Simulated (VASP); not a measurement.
Here is the system:

```yaml
crystal:
  lattice:
    - [1.82500, -3.16099, 0.00000]
    - [1.82500, 3.16099, 0.00000]
    - [0.00000, 0.00000, 5.73000]
  atoms:
    - { symbol: Y, position: [0.33333, 0.66667, 0.25000] }
    - { symbol: Y, position: [0.66667, 0.33333, 0.75000] }
```

Calculation: PBE GGA, VASP's PBE PAW potentials (set 64) (plane waves; VASP). Settings: 300 eV cut-off, 10×10×6 Γ-centred mesh, Fermi-Dirac smearing of 0.10 eV, potentials Y_sv.

**Question.** Give the energies of bands 9 to 14 at the high-symmetry points, in eV from the Fermi level.

**Answer.** 
```csv
band,Γ,M,K,A,L,H
9,-4.67,-1.67,-0.69,-3.25,-1.64,-0.37
10,-1.84,-1.17,-0.66,-3.25,-1.64,-0.37
11,0.86,-0.80,-0.66,0.95,0.07,-0.37
12,1.75,-0.11,-0.44,0.95,0.07,-0.37
13,1.75,1.39,1.07,1.67,1.37,0.41
14,2.04,1.47,1.07,1.67,1.37,0.41
```

It has no gap at this level: it comes out as a metal or semimetal.

The structure is a typed Y crystal (P6_3/mmc). The cell was not relaxed at this level.
